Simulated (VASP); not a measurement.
Level of theory: PBEsol GGA, VASP's PBE PAW potentials (set 64) (plane waves; VASP).

VASP input:

File POSCAR:
```
Ba3ZnN2O
1.0
  4.0908430000   0.0000000000   0.0000000000
  0.0000000000   4.0908430000   0.0000000000
  0.0000000000   0.0000000000   9.1608720000
Ba Zn N O
3 1 2 1
Cart
  0.0000000000   0.0000000000   1.9959707914
  0.0000000000   0.0000000000   7.1649012086
  2.0454215000   2.0454215000   4.5804360000
  2.0454215000   2.0454215000   0.0000000000
  2.0454215000   2.0454215000   7.3336444709
  2.0454215000   2.0454215000   1.8272275291
  0.0000000000   0.0000000000   4.5804360000
```

INCAR:
```
SYSTEM = Ba3ZnN2O
PREC = Accurate; ENCUT = 400; LREAL = .FALSE.
LASPH = .TRUE.
EDIFF = 1E-6; NELM = 100; ALGO = Normal
LMAXMIX = 4
ISMEAR = -1; SIGMA = 0.02
GGA = PS
ISIF = 2
LWAVE = .FALSE.; LCHARG = .FALSE.
```

### KPOINTS
```
Automatic mesh
0
Gamma
6 6 3
0 0 0
```

POTCAR, in this order: Ba_sv Zn N O (PBE.64 set). Program: vasp_std.

At this cut-off the stress carries a Pulay error, which pulls relaxed volumes low.

Q: Estimate the energy per atom (σ→0), pressure.

A: 
The energy per atom (σ→0) is -5.406 eV/atom. The pressure is -1.86 GPa.

### OSZICAR
```
...
DAV:  10    -0.378387706097E+02   -0.54478E-03   -0.39688E-02  1582   0.915E-01    0.606E-01
DAV:  11    -0.378396922908E+02   -0.92168E-03   -0.80342E-03  1734   0.626E-01    0.207E-01
DAV:  12    -0.378395095761E+02    0.18271E-03   -0.21311E-03  1776   0.310E-01    0.844E-02
DAV:  13    -0.378395187944E+02   -0.92183E-05   -0.54891E-04  1844   0.110E-01    0.213E-02
DAV:  14    -0.378395338050E+02   -0.15011E-04   -0.52401E-05  1600   0.356E-02    0.116E-02
DAV:  15    -0.378395369253E+02   -0.31203E-05   -0.76560E-06  1586   0.137E-02    0.430E-03
DAV:  16    -0.378395371724E+02   -0.24707E-06   -0.22596E-06  1080   0.877E-03
   1 F= -.37839537E+02 E0= -.37839537E+02  d E =-.109218E-06
```

The structure comes from a computed database's Ba3ZnN2O entry; how it stands against other phases isn't given here. The cell was not relaxed at this level.
